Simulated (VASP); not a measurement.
Data:

```
CELL_PARAMETERS angstrom
     -1.58258     1.58258     3.86942
      1.58258    -1.58258     3.86942
      1.58258     1.58258    -3.86942
ATOMIC_POSITIONS crystal
  Si 0.66569 0.66569 0.00000
  Si 0.33431 0.33431 0.00000
  W  0.00000 0.00000 0.00000
```

Computed with LDA (Ceperley-Alder, Perdew-Zunger), VASP's LDA PAW potentials (set 64) (plane waves; VASP). Run with 500 eV cut-off, 13×13×13 Γ-centred mesh, first-order Methfessel-Paxton smearing of 0.10 eV, potentials Si W_sv.

Unless said otherwise, spin-orbit coupling is left out, though it shifts the bands of the heavy elements here.

### Question
What does the run give for the energy per atom (σ→0), pressure, band gap (on the k-mesh) with the smallest direct gap where there is one?

### Answer

```json
{
 "band gap (on the k-mesh)": "none (metal, semimetal or under 0.01 eV)",
 "energy per atom (σ→0)": "-879.4 kJ/mol-atom",
 "pressure": "50.0 kbar"
}
```

Only differences to runs with the same potentials and settings are physical.

The compound is WSi2 in the MoSi2 type structure. It was relaxed first under an external pressure of 5 GPa.
